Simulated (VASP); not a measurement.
Data:

```
MoAs
1.0
    3.08675     0.00000     0.00000
    0.00000     3.08675     0.00000
    0.00000     0.00000     3.08675
Mo As
1 1
Direct
  0.00000   0.00000   0.00000
  0.50000   0.50000   0.50000
```

These are PBEsol GGA, VASP's PBE PAW potentials (set 64) (plane waves; VASP) values and carry that method's errors. Run with 400 eV cut-off, Gaussian smearing of 0.050 eV, potentials Mo_sv As.

Estimate the band gap (along the path) with the smallest direct gap where there is one.

```yaml
band gap (along the path): none (metal, semimetal or under 0.01 eV)
```

Only differences to runs with the same potentials and settings are physical.

The structure was generated: MoAs was put into the CsCl type type (Pm-3m), which need not be its known phase. It was relaxed first, which changed the volume by -34 %. The electron count is odd and the run is not spin-polarised, which forces a metal.
